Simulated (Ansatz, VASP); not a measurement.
# Cross-check of GaP between VASP and Ansatz, part 2 of 2

Wanted: the spread between two codes on one cell, functional and k mesh. The cell is taken from a series of runs on this material, whose earlier steps may have relaxed, scaled, displaced or heated it; both programs get it as it stands.

VASP 6.6.1 and Ansatz 0.2.0.

So far: Starting point; Ansatz: G0W0 gap, PBE, DFT+U.

**3. VASP: G0W0 gap, PBE, DFT+U**

Level of this step: G0W0 on PBE+U; plane waves and PAW (Ga_d_GW, P_GW) (VASP).

The same cell, functional and mesh now go to VASP, with its own data sets.

Lines of VASP's logs that name or quote its potential files are left out, and so is its time.

The run reads the wave functions of an earlier VASP run, which isn't shown here.

INCAR

```
SYSTEM = GaP
PREC = Accurate
ENCUT = 430
ISMEAR = 0
SIGMA = 0.01
LREAL = .FALSE.
GGA = PE
NBANDS = 184
LASPH = .TRUE.
ALGO = EVGW0
NELMGW = 1
ENCUTGW = 150
NOMEGA = 64
PRECFOCK = Fast
NBANDSGW = 24
LWAVE = .FALSE.
LCHARG = .FALSE.
```

POSCAR

```
GaP
1.0
    0.0000000000      2.7252500000      2.7252500000
    2.7252500000      0.0000000000      2.7252500000
    2.7252500000      2.7252500000      0.0000000000
Ga P
1 1
Direct
    0.0000000000      0.0000000000      0.0000000000
    0.2500000000      0.2500000000      0.2500000000
```

KPOINTS

```
Automatic mesh
0
Gamma
6 6 6
0 0 0
```

The projector-augmented-wave data sets are Ga_d_GW and P_GW (PBE family, release 64).

The run is started by

```console
mpirun -np 8 vasp_std
```

Numbers of over 12 decimals in the logs are rounded to 6 here.

The log of the run:

```text
[banner, memory and clock lines left out]
running    8 mpi-ranks, on    1 nodes
 distrk:  each k-point on    8 cores,    1 groups
 distr:  one band on    1 cores,    8 groups

 POSCAR found type information on POSCAR GaP
 POSCAR found :  2 types and       2 ions
|                                                                             |
|           W    W    AA    RRRRR   N    N  II  N    N   GGGG   !!!           |
|           W    W   A  A   R    R  NN   N  II  NN   N  G    G  !!!           |
|           W    W  A    A  R    R  N N  N  II  N N  N  G       !!!           |
|           W WW W  AAAAAA  RRRRR   N  N N  II  N  N N  G  GGG   !            |
|           WW  WW  A    A  R   R   N   NN  II  N   NN  G    G                |
|           W    W  A    A  R    R  N    N  II  N    N   GGGG   !!!           |
|                                                                             |
|     For optimal performance we recommend to set                             |
|       NCORE = 2 up to number-of-cores-per-socket                            |
|     NCORE specifies how many cores store one orbital (NPAR=cpu/NCORE).      |
|     This setting can greatly improve the performance of VASP for DFT.       |
|     The default, NCORE=1 might be grossly inefficient on modern             |
|     multi-core architectures or massively parallel machines. Do your        |
|     Unfortunately you need to use the default for GW and RPA                |
|     calculations (for HF NCORE is supported but not extensively tested      |
|     yet).                                                                   |
|                                                                             |

|                                                                             |
|           W    W    AA    RRRRR   N    N  II  N    N   GGGG   !!!           |
|           W    W   A  A   R    R  NN   N  II  NN   N  G    G  !!!           |
|           W    W  A    A  R    R  N N  N  II  N N  N  G       !!!           |
|           W WW W  AAAAAA  RRRRR   N  N N  II  N  N N  G  GGG   !            |
|           WW  WW  A    A  R   R   N   NN  II  N   NN  G    G                |
|           W    W  A    A  R    R  N    N  II  N    N   GGGG   !!!           |
|                                                                             |
|     The default for ENCUTGWSOFT is different in this version of VASP.       |
|     please manually set ENCUTGWSOFT =150 in the INCAR file.                 |
|                                                                             |

 LDA part: xc-table for (Slater+PW92), standard interpolation
 found WAVECAR, reading the header
 POSCAR, INCAR and KPOINTS ok, starting setup
 FFT: planning ... GRIDC
 FFT: planning ... GRID_SOFT
 FFT: planning ... GRID
 reading WAVECAR
 the WAVECAR file was read successfully
 initial charge from wavefunction
 available memory per node:     70.54 GB, setting MAXMEM to     72230

 The Fermi energy was updated, please check that it is located mid-gap
 values below the HOMO (VB) or above the LUMO (CB) will cause erroneous energies
 E-fermi :   5.0935

 calculate exact exchange contribution
 the WAVEDER file was read successfully
energies w=
    0.000    0.000    0.440    0.000    0.879    0.000    1.316    0.000
    1.751    0.000    2.181    0.000    2.607    0.000    3.028    0.000
    3.444    0.000    3.855    0.000    4.259    0.000    4.658    0.000
    5.052    0.000    5.440    0.000    5.823    0.000    6.202    0.000
    6.577    0.000    6.948    0.000    7.317    0.000    7.684    0.000
    8.049    0.000    8.414    0.000    8.779    0.000    9.146    0.000
    9.514    0.000    9.885    0.000   10.261    0.000   10.641    0.000
   11.028    0.000   11.422    0.000   11.826    0.000   12.240    0.000
   12.666    0.000   13.106    0.000   13.562    0.000   14.037    0.000
   14.532    0.000   15.052    0.000   15.599    0.000   16.176    0.000
   16.790    0.000   17.444    0.000   18.145    0.000   18.901    0.000
   19.720    0.000   20.612    0.000   21.590    0.000   22.669    0.000
   23.869    0.000   25.213    0.000   26.733    0.000   28.466    0.000
   30.464    0.000   32.795    0.000   35.552    0.000   38.866    0.000
   42.924    0.000   48.006    0.000   54.553    0.000   63.297    0.000
   75.550    0.000   93.918    0.000  124.435    0.000  184.933    0.000
 responsefunction array rank=     176
 LDA part: xc-table for (Slater+PW92), standard interpolation

 min. memory requirement per mpi rank    272.3 MB, per node   2178.1 MB

 allocating   8 responsefunctions rank=   176
 shmem allocating  64 responsefunctions rank=   176
 response function shared by NCSHMEM nodes    1
 Doing            8  frequencies on each core in blocks of           64
NQ=   1    0.0000    0.0000    0.0000,
|.........|.........|.........|.........|.........|.........|.........|.........
 performed        821000 updates of chi_q(r,r)
 total number of BLAS operations        187.75 Gflops
NQ=   2    0.1667    0.0000    0.0000,
|.........|.........|.........|.........|.........|.........|.........|.........
 performed       2243000 updates of chi_q(r,r)
 total number of BLAS operations        520.46 Gflops
NQ=   3    0.3333    0.0000    0.0000,
|.........|.........|.........|.........|.........|.........|.........|.........
 performed       3665000 updates of chi_q(r,r)
 total number of BLAS operations        830.24 Gflops
NQ=   4    0.5000    0.0000    0.0000,
|.........|.........|.........|.........|.........|.........|.........|.........
 performed       4875000 updates of chi_q(r,r)
 total number of BLAS operations       1103.52 Gflops
NQ=   5    0.1667    0.1667    0.0000,
|.........|.........|.........|.........|.........|.........|.........|.........
 performed       6297000 updates of chi_q(r,r)
 total number of BLAS operations       1428.49 Gflops
NQ=   6    0.3333    0.1667    0.0000,
|.........|.........|.........|.........|.........|.........|.........|.........
 performed       8478000 updates of chi_q(r,r)
 total number of BLAS operations       1880.94 Gflops
NQ=   7    0.5000    0.1667    0.0000,
|.........|.........|.........|.........|.........|.........|.........|.........
 performed      10659000 updates of chi_q(r,r)
 total number of BLAS operations       2373.58 Gflops
NQ=   8   -0.3333    0.1667    0.0000,
|.........|.........|.........|.........|.........|.........|.........|.........
 performed      12840000 updates of chi_q(r,r)
 total number of BLAS operations       2854.56 Gflops
NQ=   9   -0.1667    0.1667    0.0000,
|.........|.........|.........|.........|.........|.........|.........|.........
 performed      14739000 updates of chi_q(r,r)
 total number of BLAS operations       3263.21 Gflops
NQ=  10    0.3333    0.3333    0.0000,
|.........|.........|.........|.........|.........|.........|.........|.........
 performed      16161000 updates of chi_q(r,r)
 total number of BLAS operations       3592.05 Gflops
NQ=  11    0.5000    0.3333    0.0000,
|.........|.........|.........|.........|.........|.........|.........|.........
 performed      18342000 updates of chi_q(r,r)
 total number of BLAS operations       4108.43 Gflops
NQ=  12   -0.3333    0.3333    0.0000,
|.........|.........|.........|.........|.........|.........|.........|.........
 performed      20241000 updates of chi_q(r,r)
 total number of BLAS operations       4557.92 Gflops
NQ=  13    0.5000    0.5000    0.0000,
|.........|.........|.........|.........|.........|.........|.........|.........
 performed      21327000 updates of chi_q(r,r)
 total number of BLAS operations       4821.12 Gflops
NQ=  14    0.5000    0.3333    0.1667,
|.........|.........|.........|.........|.........|.........|.........|.........
 performed      23773000 updates of chi_q(r,r)
 total number of BLAS operations       5393.49 Gflops
NQ=  15   -0.3333    0.3333    0.1667,
|.........|.........|.........|.........|.........|.........|.........|.........
 performed      26078000 updates of chi_q(r,r)
 total number of BLAS operations       5914.05 Gflops
NQ=  16   -0.3333    0.5000    0.1667,
|.........|.........|.........|.........|.........|.........|.........|.........
 performed      27986000 updates of chi_q(r,r)
 total number of BLAS operations       6365.64 Gflops
 resolving degeneracies of screened two electron integrals

 calculate QP shifts <psi_nk| G(iteration)W_0 |psi_nk>: iteration 1
 entering main loop
```

OUTCAR, selected parts (step 3):

```text
ion  position               nearest neighbor table
   1  0.000  0.000  0.000-   2 2.36   2 2.36   2 2.36   2 2.36
   2  0.250  0.250  0.250-   1 2.36   1 2.36   1 2.36   1 2.36

  LATTYP: Found a face centered cubic cell.
 ALAT       =     5.4505000000

 Subroutine GETGRP returns: Found 24 space group operations
 (whereof 24 operations were pure point group operations)

The static configuration has the point symmetry T_d .

 Found     16 irreducible k-points:

   k-points           NKPTS =     16   k-points in BZ     NKDIM =    216   number of bands    NBANDS=    184

   dimension x,y,z NGX =    28 NGY =   28 NGZ =   28
   dimension x,y,z NGXF=    56 NGYF=   56 NGZF=   56

   ENCUT  =  430.0 eV  31.60 Ry    5.62 a.u.   6.52  6.52  6.52*2*pi/ulx,y,z

   NELECT =      18.0000    total number of electrons

  energy-cutoff  :      430.00
  volume of cell :       40.48
      direct lattice vectors                 reciprocal lattice vectors
     0.000000000  2.725250000  2.725250000    -0.183469406  0.183469406  0.183469406
     2.725250000  0.000000000  2.725250000     0.183469406 -0.183469406  0.183469406
     2.725250000  2.725250000  0.000000000     0.183469406  0.183469406 -0.183469406

 k-points in reciprocal lattice and weights: Automatic mesh
   0.00000000  0.00000000  0.00000000       0.005
   0.16666667  0.00000000  0.00000000       0.037
   0.33333333  0.00000000  0.00000000       0.037
   0.50000000  0.00000000  0.00000000       0.019
   0.16666667  0.16666667  0.00000000       0.028
   0.33333333  0.16666667  0.00000000       0.111
   0.50000000  0.16666667  0.00000000       0.111
  -0.33333333  0.16666667  0.00000000       0.111
  -0.16666667  0.16666667  0.00000000       0.056
[...]
-0.33333333  0.33333333  0.16666667       0.111
  -0.33333333  0.50000000  0.16666667       0.056

 E-fermi :   5.0935

 QP shifts <psi_nk| G(iteration)W_0 |psi_nk>: iteration 1
 for sc-GW calculations column KS-energies equals QP-energies in previous step
 and V_xc(KS)=  KS-energies - (<T + V_ion + V_H > + <T+V_H+V_ion>^1  + <V_x>^1)
 k-point   1 :       0.0000    0.0000    0.0000
  band No.  KS-energies  QP-energies   sigma(KS)   V_xc(KS)     V^pw_x(r,r')   Z            occupation Imag(sigma)
    ...
      6      -8.1156      -8.6058     -12.1309     -11.3606     -18.6793       0.6364       2.0000       0.9832
      7       4.2647       3.7597     -13.3691     -12.7059     -14.3535       0.7614       2.0000       0.0388
      8       4.2647       3.7597     -13.3691     -12.7059     -14.3535       0.7614       2.0000       0.0388
      9       4.2647       3.7597     -13.3691     -12.7059     -14.3535       0.7614       2.0000       0.0388
     10       6.2078       6.5162     -11.2073     -11.6071      -7.1298       0.7716       0.0000      -0.0370
     11       8.2540       8.4240     -10.2584     -10.4799      -5.8821       0.7672       0.0000      -0.0509
     12       8.2540       8.4240     -10.2584     -10.4799      -5.8821       0.7672       0.0000      -0.0509
     13       8.2540       8.4240     -10.2584     -10.4799      -5.8821       0.7672       0.0000      -0.0509
    ...

 k-point   2 :       0.1667    0.0000    0.0000
  band No.  KS-energies  QP-energies   sigma(KS)   V_xc(KS)     V^pw_x(r,r')   Z            occupation Imag(sigma)
    ...
      6      -7.7717      -8.2712     -12.2618     -11.4862     -18.6894       0.6440       2.0000       0.9535
      7       1.9291       1.3708     -12.6957     -11.9450     -14.3299       0.7437       2.0000       0.0554
      8       3.9169       3.3775     -13.1649     -12.4555     -14.2290       0.7604       2.0000       0.0395
      9       3.9169       3.3775     -13.1649     -12.4555     -14.2290       0.7604       2.0000       0.0395
     10       6.7827       7.0444     -10.7882     -11.1280      -6.6762       0.7699       0.0000      -0.0411
     11       8.7848       8.9812     -10.4108     -10.6694      -5.8710       0.7597       0.0000      -0.0580
     12       8.7848       8.9812     -10.4108     -10.6694      -5.8710       0.7597       0.0000      -0.0580
     13       9.3663       9.5488     -10.7905     -11.0334      -6.1229       0.7513       0.0000      -0.0674
    ...

 k-point   3 :       0.3333    0.0000    0.0000
  band No.  KS-energies  QP-energies   sigma(KS)   V_xc(KS)     V^pw_x(r,r')   Z            occupation Imag(sigma)
    ...
      6      -6.8500      -7.3654     -12.6372     -11.8634     -18.7474       0.6662       2.0000       0.8591
      7      -0.8561      -1.4714     -12.1463     -11.2757     -15.1470       0.7067       2.0000       0.1618
      8       3.4087       2.8172     -12.9892     -12.2064     -14.2375       0.7557       2.0000       0.0424
      9       3.4087       2.8172     -12.9892     -12.2064     -14.2375       0.7557       2.0000       0.0424
     10       6.2464       6.4863     -10.5502     -10.8600      -6.6077       0.7744       0.0000      -0.0403
     11       9.1171       9.3352     -10.1788     -10.4670      -5.5507       0.7572       0.0000      -0.0662
     12       9.1171       9.3352     -10.1788     -10.4670      -5.5507       0.7572       0.0000      -0.0662
     13      11.9317      12.0257     -10.3157     -10.4434      -4.7344       0.7360       0.0000      -0.1808
    ...

 k-point   4 :       0.5000    0.0000    0.0000
  band No.  KS-energies  QP-energies   sigma(KS)   V_xc(KS)     V^pw_x(r,r')   Z            occupation Imag(sigma)
    ...
      6      -6.1101      -6.6187     -13.0713     -12.3202     -18.9588       0.6771       2.0000       0.7762
      7      -2.2566      -2.8906     -11.6426     -10.7339     -15.2616       0.6977       2.0000       0.2805
      8       3.2073       2.5944     -12.9438     -12.1316     -14.2725       0.7548       2.0000       0.0435
      9       3.2073       2.5944     -12.9438     -12.1316     -14.2725       0.7548       2.0000       0.0435
     10       6.0108       6.2500     -10.5551     -10.8635      -6.6847       0.7755       0.0000      -0.0395
     11       9.0001       9.2192      -9.9945     -10.2825      -5.4249       0.7609       0.0000      -0.0662
     12       9.0001       9.2192      -9.9945     -10.2825      -5.4249       0.7609       0.0000      -0.0662
     13      12.5862      12.4665      -8.6059      -8.4452      -3.0604       0.7455       0.0000      -0.2142
    ...

[... 4 further parts left out ...]
```

**4. Differences**

Known differences besides the potentials themselves: U acts on the PAW sphere in VASP and on atomic orbitals in Ansatz, so only states and trends compare; fixed occupations in Ansatz, narrow Gaussian smearing in VASP; the cutoff is 420 eV in Ansatz and 430 eV in VASP; Ansatz integrates over frequency by contour deformation, VASP on a grid of NOMEGA points; Ansatz's G0W0 levels solve the quasiparticle equation, VASP's are linearised. Total energies have different zeros and are not compared.

Both answers:

| quantity | Ansatz | VASP | difference |
| --- | --- | --- | --- |
| G0W0 gap on the mesh (eV) | 2.16 | 2.18 | -0.02 |
| Kohn-Sham gap under it (eV) | 1.66 | 1.66 | 0.00 |

**5. Summary of results**

```yaml
difference_in_g0w0_gap_on_the_mesh_g0w0_gap_pbe_dft_u: -0.017 eV
```

What this shows: The difference in G0W0 gap on the mesh is -0.017 eV (G0W0 gap, PBE, DFT+U). How closely two codes agree says nothing of how well the functional describes the real material.

[Lines on the potential files, build, host, timing and source positions are cut from VASP's logs without a mark.]

[Logs are printed without paths, hosts, clocks, repeated set-up lines and the standing remarks that a program may print on its own settings, such as how far it seeks lower states.]

[Hosts, paths, dates, database ids (printed as entryN), source tags and the programs' standing remarks are cut or masked in the printed files.]
